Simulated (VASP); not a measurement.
Input for VASP

**KPOINTS**
```
Automatic mesh
0
Gamma
1 1 1
0 0 0
```

### POSCAR
```
Ag
1
    0.0000000000     2.0450000000     2.0450000000
    2.0450000000     0.0000000000     2.0450000000
    2.0450000000     2.0450000000     0.0000000000
Ag
1
Direct
  0.0000000000   0.0000000000   0.0000000000
```

INCAR:
```
! general
SYSTEM =Ag
PREC   =Accurate
ENCUT  =300
LREAL  =.FALSE.
LASPH  =.TRUE.

! electronic loop
EDIFF  =1E-6
NELM   =100
ALGO   =Normal
LMAXMIX=4

! smearing
ISMEAR =0
SIGMA  =0.1

! functional
GGA    =PE

! ions
ISIF   =2

! output
LWAVE  =.FALSE.
LCHARG =.FALSE.
```

POTCAR, in this order: Ag (PBE.64 set). Program: vasp_std.

Translate this PBE calculation to Quantum ESPRESSO's pw.x.

One equivalent input (not run):
```
&CONTROL
  calculation = 'scf'
  pseudo_dir = './pseudo'
  outdir = './out'
  tprnfor = .true.
  tstress = .true.
/
&SYSTEM
  ibrav = 0
  nat = 1
  ntyp = 1
  ecutwfc = 82
  occupations = 'smearing'
  smearing = 'gaussian'
  degauss = 0.00735
  input_dft = 'pbe'
/
&ELECTRONS
  conv_thr = 7.3e-08
  electron_maxstep = 100
/
ATOMIC_SPECIES
  Ag 107.868 Ag.upf
CELL_PARAMETERS angstrom
     0.0000000    2.0450000    2.0450000
     2.0450000    0.0000000    2.0450000
     2.0450000    2.0450000    0.0000000
ATOMIC_POSITIONS crystal
  Ag   0.0000000  0.0000000  0.0000000
K_POINTS automatic
  1 1 1 0 0 0
```
The two are equivalent in intent, not identical: the potentials are each code's own (VASP's PAW set, PseudoDojo norm-conserving files in pw.x), so ENCUT and ecutwfc are chosen apart and not converted; conv_thr bounds pw.x's estimated SCF error, while EDIFF bounds the energy change between steps.

The structure is a typed Ag crystal (Fm-3m). The cell was not relaxed at this level. The k-mesh is coarse (spacing up to 2.66 per Å, 2π included), so the numbers may not be converged in it. The run is one of a series of settings (KPOINTS 1×1×1 Γ-centred mesh against the base run), some of them coarse on purpose.
